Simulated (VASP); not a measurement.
Data:

```
CELL_PARAMETERS angstrom
      4.53590     0.00000     0.00000
      0.00000     4.53590     0.00000
      0.00000     0.00000     6.36880
ATOMIC_POSITIONS crystal
  Cd 0.50000 0.00000 0.76734
  Cd 0.00000 0.50000 0.23266
  Te 0.00000 0.00000 0.50000
  Se 0.50000 0.50000 0.00000
```

Computed with HSE06 screened hybrid, VASP's PBE PAW potentials (set 64) (plane waves; VASP). Settings: 400 eV cut-off, 4×4×4 Γ-centred mesh, Gaussian smearing of 0.050 eV, potentials Cd Te Se.

Unless said otherwise, spin-orbit coupling is left out, though it shifts the bands of the heavy elements here.

Question: Give the energies of bands 13 to 21 at the high-symmetry points, in eV from the valence-band maximum.

Answer: 
| band | Γ | X | M | Z | R | A |
|---|---|---|---|---|---|---|
| 13 | -4.25 | -3.77 | -4.31 | -2.83 | -4.57 | -4.15 |
| 14 | -1.97 | -3.68 | -4.31 | -2.51 | -4.34 | -4.15 |
| 15 | -1.97 | -2.12 | -2.07 | -1.49 | -1.23 | -2.30 |
| 16 | -0.07 | -2.05 | -1.84 | -1.49 | -0.85 | -2.30 |
| 17 | 0.00 | -1.25 | -1.84 | -0.70 | -0.74 | -2.30 |
| 18 | 0.00 | -0.43 | -1.64 | -0.70 | -0.39 | -2.06 |
| 19 | 1.25 | 3.93 | 3.52 | 3.81 | 2.48 | 5.36 |
| 20 | 3.72 | 4.45 | 3.73 | 3.90 | 3.21 | 5.36 |
| 21 | 3.94 | 5.86 | 3.98 | 4.44 | 6.53 | 5.50 |

The gap is direct, 1.25 eV, from the valence maximum at Γ to the conduction minimum at Γ.

The structure comes from a computed database's Cd2TeSe entry (P-4m2); how it stands against other phases isn't given here. It was relaxed first. The cell's shape comes from a PBE relaxation.
